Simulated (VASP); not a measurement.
The input files of a VASP run:

**KPOINTS**
```
kpoints
0
gamma
 7 7 7
```

### POSCAR
```
YGe3
1.0
  1.9966444214 -10.3002390190   0.0000000000
  1.9966444214  10.3002390190   0.0000000000
  0.0000000000   0.0000000000   3.8875369115
Y Ge
2 6
Cart
  1.9966444214   1.6941104252   0.9718842279
  1.9966444214  -1.6941104252   2.9156526836
  1.9966444214  -6.4034056757   0.9718842279
  1.9966444214   6.4034056757   2.9156526836
  1.9966444214  -9.4881639331   2.9156526836
  1.9966444214   9.4881639331   0.9718842279
  1.9966444214   3.9422777774   2.9156526836
  1.9966444214  -3.9422777774   0.9718842279
```

**INCAR**
```
! general
SYSTEM  = YGe3
PREC    = Accurate
ENCUT   = 400
LREAL   = .FALSE.
LASPH   = .TRUE.

! electronic loop
EDIFF   = 1E-6
NELM    = 100
ALGO    = Normal
LMAXMIX = 4

! smearing
ISMEAR  = 1
SIGMA   = 0.1

! functional
GGA     = PS

! ions
IBRION  = 2
NSW     = 60
ISIF    = 3
EDIFFG  = -0.02

! output
LWAVE   = .FALSE.
LCHARG  = .FALSE.
```

POTCAR, in this order: Y_sv Ge_d (PBE.64 set). Program: vasp_std.

Problem. Write an equivalent input for Quantum ESPRESSO's pw.x.

Solution. One equivalent input (not run):
```
&CONTROL
  calculation = 'vc-relax'
  pseudo_dir = './pseudo'
  outdir = './out'
  tprnfor = .true.
  tstress = .true.
  nstep = 60
  forc_conv_thr = 0.00078
/
&SYSTEM
  ibrav = 0
  nat = 8
  ntyp = 2
  ecutwfc = 78
  occupations = 'smearing'
  smearing = 'methfessel-paxton'
  degauss = 0.00735
  input_dft = 'pbesol'
/
&ELECTRONS
  conv_thr = 7.3e-08
  electron_maxstep = 100
/
&IONS
/
&CELL
/
ATOMIC_SPECIES
  Y 88.906 Y.upf
  Ge 72.630 Ge.upf
CELL_PARAMETERS angstrom
     1.9966444  -10.3002390   -0.0000000
     1.9966444   10.3002390    0.0000000
     0.0000000   -0.0000000    3.8875369
ATOMIC_POSITIONS crystal
  Y    0.4177635  0.5822365  0.2500000
  Y    0.5822365  0.4177635  0.7500000
  Ge   0.8108377  0.1891623  0.2500000
  Ge   0.1891623  0.8108377  0.7500000
  Ge   0.9605798  0.0394202  0.7500000
  Ge   0.0394202  0.9605798  0.2500000
  Ge   0.3086317  0.6913683  0.7500000
  Ge   0.6913683  0.3086317  0.2500000
K_POINTS automatic
  7 7 7 0 0 0
```
Limits of the translation: the potentials are each code's own (VASP's PAW set, PseudoDojo norm-conserving files in pw.x), so ENCUT and ecutwfc are chosen apart and not converted; conv_thr bounds pw.x's estimated SCF error, while EDIFF bounds the energy change between steps; forc_conv_thr acts on force components and is met together with etot_conv_thr.

The structure comes from a computed database's YGe3 entry (Cmcm); how it stands against other phases isn't given here. This run relaxes it. Symmetry was kept, so distortions that lower it aren't found. The start is the result of an earlier pass.
